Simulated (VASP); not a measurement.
A run of VASP 6.6.1 is set up as follows.

INCAR

```
PREC = Accurate ; ENCUT = 900
EDIFF = 1E-7 ; ISMEAR = 0
SIGMA = 0.1 ; LREAL = F
LASPH = T ; NELM = 80
ALGO = Fast ; ISIF = 2
LWAVE = F ; LCHARG = T
GGA = PE ; IVDW = 2
LORBIT = 10 ; LELF = T
LVHAR = T ; LMAXMIX = 4
AMIX = 0.2 ; BMIX = 1E-4
AMIX_MAG = 0.8 ; BMIX_MAG = 1E-4
```

Contents of KPOINTS:

```
Automatic mesh
0
Gamma
  6 6 6
```

POSCAR

```
Y4N
1.0
    4.9783300000      0.0000000000      0.0000000000
    0.0000000000      4.9783300000      0.0000000000
    0.0000000000      0.0000000000      4.9783300000
Y N
4 1
Direct
    0.0000000000      0.5000000000      0.5000000000
    0.5000000000      0.5000000000      0.0000000000
    0.5000000000      0.0000000000      0.5000000000
    0.0000000000      0.0000000000      0.0000000000
    0.5000000000      0.5000000000      0.5000000000
```

Potentials or basis: VASP PAW PBE potentials, release 64 (Y_sv, N_h).

Launch:

```bash
$ cat potpaw_PBE.64/Y_sv/POTCAR potpaw_PBE.64/N_h/POTCAR > POTCAR
$ mpirun -np 1 vasp_std > vasp.out
```

Question: What does it give for the Hirshfeld charges?

Answer: Y +0.15, +0.05; N -0.51 e.

Question: Estimate the dispersion energy per atom.

Answer: -0.651 eV.

Question: Predict the band gap on the k mesh.

Answer: None (metal or under the smearing width).

Caveat: atom-pairwise D2, TS and ULG terms overbind metals.
